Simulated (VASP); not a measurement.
These are PBE GGA, VASP's PBE PAW potentials (set 64) (plane waves; VASP 6.6.1) values and carry that method's errors.

Input for VASP

**KPOINTS**
```
K-points
0
Gamma
  10 10 10
0 0 0
```

### INCAR
```
LASPH = .True.
NELM = 100
ALGO = Normal   ! blocked Davidson
EDIFF = 1E-6
SIGMA = 0.272   ! width (eV)
PREC = Accurate
GGA = PE   ! PBE
SYSTEM = Ca
LREAL = .False.
LWAVE = .False.
LCHARG = .False.
ENCUT = 300   ! plane-wave cut-off (eV)
ISMEAR = 0
ISIF = 2
```

POSCAR:
```
Ca
1
    0.0000000000     2.7908030000     2.7908030000
    2.7908030000     0.0000000000     2.7908030000
    2.7908030000     2.7908030000     0.0000000000
Ca
1
Direct
  0.0000000000   0.0000000000   0.0000000000
```

POTCAR, in this order: Ca_sv (PBE.64 set). Program: vasp_std.

Q: What will the output report for the number of irreducible k-points (NKPTS), largest plane-wave count, number of space-group operations, FFT grid (NGX, NGY, NGZ)?

A: 
```yaml
number of irreducible k-points (NKPTS): 47
largest_plane_wave_count: 532
number_of_space_group_operations: 48
FFT grid (NGX, NGY, NGZ): 24 × 24 × 24
```

The structure comes from a computed database's Ca entry; how it stands against other phases isn't given here. The cell was not relaxed at this level, and its volume differs by -4.4 % from the start's.
